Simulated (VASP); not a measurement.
Computed with MS2 meta-GGA, VASP's PBE PAW potentials (set 64) (plane waves; VASP 6.6.1).

VASP input:

**KPOINTS**
```
Automatic mesh
0
Gamma
10 10 10
0 0 0
```

**POSCAR**
```
Sb
1
    3.8146671155    -2.1339095913    -0.0344262281
    3.8146671155     2.1339095913    -0.0344262281
    2.6526300725     0.0000000000     3.4741895147
Sb
2
Direct
  0.2372398545   0.2372398545   0.2372398545
  0.7627601455   0.7627601455   0.7627601455
```

### INCAR
```
# general
SYSTEM  = Sb
PREC    = Accurate
ENCUT   = 520
LREAL   = F   # projection in real space or not
LASPH   = T

# electronic loop
EDIFF   = 1E-7   # SCF stop (eV)
NELM    = 100   # most electronic steps
ALGO    = Normal
LMAXMIX = 4   # l cut-off of mixed one-centre charges
LMIXTAU = T

# smearing
ISMEAR  = 1
SIGMA   = 0.1

# functional
METAGGA = MS2

# ions
IBRION  = 2
NSW     = 30   # most ionic steps
ISIF    = 4
EDIFFG  = -0.01

# output
LWAVE   = F
LCHARG  = F
```

POTCAR, in this order: Sb (PBE.64 set). Program: vasp_std.

Output of the run:

**OSZICAR**
```
       N       E                     dE             d eps       ncg     rms          rms(c)
DAV:   1     0.347740463724E+02    0.34774E+02   -0.34321E+03  2088   0.823E+02
DAV:   2    -0.493407619008E+01   -0.39708E+02   -0.38709E+02  2632   0.124E+02
DAV:   3    -0.637897207423E+01   -0.14449E+01   -0.13990E+01  2651   0.276E+01
DAV:   4    -0.639293965072E+01   -0.13968E-01   -0.13955E-01  2659   0.275E+00
DAV:   5    -0.639301849642E+01   -0.78846E-04   -0.78840E-04  2657   0.205E-01    0.621E+00
DAV:   6    -0.553426683710E+00    0.58396E+01   -0.50810E+00  2108   0.173E+01    0.300E+00
DAV:   7    -0.533785386398E+00    0.19641E-01   -0.37915E-02  2464   0.167E+00    0.121E+00
DAV:   8    -0.532754799117E+00    0.10306E-02   -0.34378E-02  2149   0.210E+00    0.361E-01
DAV:   9    -0.536521140280E+00   -0.37663E-02   -0.33479E-02  2113   0.186E+00    0.268E-01
DAV:  10    -0.535364600589E+00    0.11565E-02   -0.10574E-02  2104   0.110E+00    0.230E-02
DAV:  11    -0.535433337138E+00   -0.68737E-04   -0.33898E-04  2284   0.199E-01    0.131E-02
DAV:  12    -0.535364306833E+00    0.69030E-04   -0.25952E-04  2112   0.196E-01    0.218E-02
DAV:  13    -0.535411623963E+00   -0.47317E-04   -0.10609E-04  2102   0.125E-01    0.409E-03
DAV:  14    -0.535406159408E+00    0.54646E-05   -0.19005E-05  2172   0.573E-02    0.141E-03
DAV:  15    -0.535404861775E+00    0.12976E-05   -0.20977E-06  2168   0.166E-02    0.684E-04
DAV:  16    -0.535405383454E+00   -0.52168E-06   -0.36979E-07  2148   0.704E-03    0.365E-04
DAV:  17    -0.535405154661E+00    0.22879E-06   -0.15623E-07  2052   0.591E-03    0.128E-04
DAV:  18    -0.535405126594E+00    0.28066E-07   -0.10875E-08  1054   0.137E-03
   1 F= -.53540513E+00 E0= -.53532899E+00  d E =-.535405E+00
       N       E                     dE             d eps       ncg     rms          rms(c)
DAV:   1    -0.536645359073E+00   -0.12402E-02   -0.31198E-02  2282   0.107E+00    0.481E-02
DAV:   2    -0.536689885897E+00   -0.44527E-04   -0.82954E-04  2256   0.243E-01    0.230E-02
DAV:   3    -0.536675694289E+00    0.14192E-04   -0.23119E-05  2529   0.391E-02    0.693E-03
DAV:   4    -0.536677755322E+00   -0.20610E-05   -0.15258E-05  2138   0.412E-02    0.427E-03
DAV:   5    -0.536677777730E+00   -0.22408E-07   -0.79842E-07  2182   0.898E-03
   2 F= -.53667778E+00 E0= -.53658702E+00  d E =-.127265E-02
       N       E                     dE             d eps       ncg     rms          rms(c)
DAV:   1    -0.537452631980E+00   -0.77488E-03   -0.79743E-02  2281   0.172E+00    0.745E-02
DAV:   2    -0.537566005922E+00   -0.11337E-03   -0.21097E-03  2258   0.388E-01    0.369E-02
DAV:   3    -0.537534370520E+00    0.31635E-04   -0.60847E-05  2488   0.634E-02    0.107E-02
DAV:   4    -0.537539886518E+00   -0.55160E-05   -0.36801E-05  2148   0.648E-02    0.682E-03
DAV:   5    -0.537540024392E+00   -0.13787E-06   -0.21719E-06  2176   0.151E-02    0.437E-03
DAV:   6    -0.537540699273E+00   -0.67488E-06   -0.56092E-07  2154   0.692E-03    0.132E-03
DAV:   7    -0.537540725777E+00   -0.26504E-07   -0.13002E-07  1157   0.436E-03
   3 F= -.53754073E+00 E0= -.53740934E+00  d E =-.213560E-02
       N       E                     dE             d eps       ncg     rms          rms(c)
DAV:   1    -0.537559176171E+00   -0.18477E-04   -0.22442E-03  2275   0.287E-01    0.125E-02
DAV:   2    -0.537561708166E+00   -0.25320E-05   -0.59700E-05  2259   0.654E-02    0.610E-03
DAV:   3    -0.537560330067E+00    0.13781E-05   -0.17558E-06  2489   0.110E-02    0.188E-03
DAV:   4    -0.537560321374E+00    0.86933E-08   -0.69824E-07  2179   0.862E-03
   4 F= -.53756032E+00 E0= -.53742459E+00  d E =-.215519E-02
       N       E                     dE             d eps       ncg     rms          rms(c)
DAV:   1    -0.537660012383E+00   -0.99682E-04   -0.29247E-03  2202   0.313E-01    0.233E-02
DAV:   2    -0.537655415599E+00    0.45968E-05   -0.67450E-05  2220   0.656E-02    0.133E-02
DAV:   3    -0.537650536959E+00    0.48786E-05   -0.19527E-05  2601   0.304E-02    0.211E-03
DAV:   4    -0.537650695104E+00   -0.15814E-06   -0.18138E-06  2182   0.122E-02    0.188E-03
DAV:   5    -0.537650688045E+00    0.70591E-08   -0.75699E-07  2135   0.837E-03
   5 F= -.53765069E+00 E0= -.53750039E+00  d E =-.903667E-04
```

**OUTCAR**
```
------------------------ aborting loop because EDIFF is reached ----------------------------------------
  FORCE on cell =-STRESS in cart. coord.  units (eV):
  Direction    XX          YY          ZZ          XY          YZ          ZX
  --------------------------------------------------------------------------------------
  Total        0.5916456      0.6176362      0.6147854      0.0000000      0.0000000     -0.0086081
  in kB       16.6446155     17.3758025     17.2956024      0.0000000      0.0000000     -0.2421697
  external PRESSURE =      17.1053401 kB  Pullay stress =       0.0000000 kB
  volume of cell :       56.95
      direct lattice vectors                 reciprocal lattice vectors
     3.789633720 -2.142220635 -0.047771938     0.130695070 -0.233402663 -0.098667873
     3.789633720  2.142220635 -0.047771938     0.130695070  0.233402663 -0.098667873
     2.623070780  0.000000000  3.474509062     0.003593922  0.000000000  0.285097224
 POSITION                                       TOTAL-FORCE (eV/Angst)
 -----------------------------------------------------------------------------------
      2.43526      0.00000      0.80655        -0.004011      0.000000     -0.001328
      7.76707      0.00000      2.57242         0.004011      0.000000      0.001328
 -----------------------------------------------------------------------------------
    total drift:                                0.000000      0.000000     -0.000000
  FREE ENERGIE OF THE ION-ELECTRON SYSTEM (eV)
  ---------------------------------------------------
  free  energy   TOTEN  =        -0.5376506880 eV

  energy  without entropy=       -0.5371997836  energy(sigma->0) =       -0.53750039

 reached required accuracy - stopping structural energy minimisation
```
(Selected blocks of OUTCAR.)

**CONTCAR**
```
Sb
   1.00000000000000
     3.7896337197628527   -2.1422206345866273   -0.0477719377474740
     3.7896337197628527    2.1422206345866273   -0.0477719377474740
     2.6230707797047814    0.0000000000000000    3.4745090616972991
  Sb
     2
Direct
     0.2386966230290966    0.2386966230290966    0.2386966230408758
     0.7613033769709033    0.7613033769709033    0.7613033769591242
```

The compound is Sb in the a7 structure. This cell is one point of a volume scan, at 0.97 of the reference volume. Symmetry was kept, so distortions that lower it aren't found.
